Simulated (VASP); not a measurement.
The system is AlB3P4.

```
CELL_PARAMETERS angstrom
6.85000 0.00000 0.00000
0.00000 5.93000 0.00000
0.00000 0.00000 5.59000
ATOMIC_POSITIONS crystal
Al 0.50000 0.17000 0.50000
Al 0.00000 0.83000 0.00000
B 0.50000 0.84000 0.00000
B 0.25000 0.33000 0.00000
B 0.75000 0.33000 0.00000
B 0.00000 0.16000 0.50000
B 0.25000 0.67000 0.50000
B 0.75000 0.67000 0.50000
P 0.50000 0.17000 0.89000
P 0.25500 0.33000 0.37000
P 0.74500 0.33000 0.37000
P 0.00000 0.17000 0.87500
P 0.00000 0.83000 0.39000
P 0.24500 0.67000 0.87000
P 0.75500 0.67000 0.87000
P 0.50000 0.83000 0.37500
```

The cell was built by a generator and needn't be a form met in nature.

* Program: VASP 6.6.1
* Task: relaxation of cell and atoms
* Functional: PBE
* Potentials or basis: VASP PAW PBE potentials, release 64 (Al, B, P)
* Cutoff: 520 eV
* k mesh: 2 × 3 × 3
* Occupations: gaussian, width 0.15 eV
* Spin: no spin polarisation

At the start: pressure 2.9 GPa; volume 14.19 Å³/atom.

Q: How do energy, volume and symmetry change on relaxing?

A: Over 10 steps the energy falls by 279.3 meV/atom and the volume is 13.80 Å³/atom (-2.8 %); space group Pmn2_1 (No. 31, to 0.05 Å).

The path:
```tsv
step	energy change (eV)	largest force (eV/Å)	pressure (GPa)	volume (Å³)
1	0.0000	6.3462	2.93	227.07
2	-3.4087	2.0290	-7.55	235.70
3	-3.6717	1.6067	-6.15	233.55
4	-4.3264	0.6731	2.11	217.18
5	-4.3594	0.5715	0.42	219.97
6	-4.4310	0.3308	0.36	220.06
7	-4.4317	0.3246	0.37	220.07
8	-4.4566	0.1826	-0.15	221.04
9	-4.4592	0.1458	-0.37	221.47
10	-4.4683	0.0798	0.01	220.80
```

Final structure:
```
CELL_PARAMETERS angstrom
6.79086 0.00000 0.00000
0.00000 5.82855 0.00000
0.00000 0.00000 5.57839
ATOMIC_POSITIONS crystal
Al 0.50000 0.16341 0.50191
Al 0.00000 0.83659 0.00191
B 0.50000 0.81762 0.99921
B 0.25119 0.33925 0.00146
B 0.74881 0.33925 0.00146
B 0.00000 0.18238 0.49921
B 0.24881 0.66075 0.50146
B 0.75119 0.66075 0.50146
P 0.50000 0.15548 0.91753
P 0.22451 0.35007 0.36177
P 0.77549 0.35007 0.36177
P 0.00000 0.21070 0.85990
P 0.00000 0.84452 0.41753
P 0.27549 0.64993 0.86177
P 0.72451 0.64993 0.86177
P 0.50000 0.78930 0.35990
```

Caveat: the k mesh is coarse (spacing up to 0.46 Å⁻¹), so the values aren't converged.
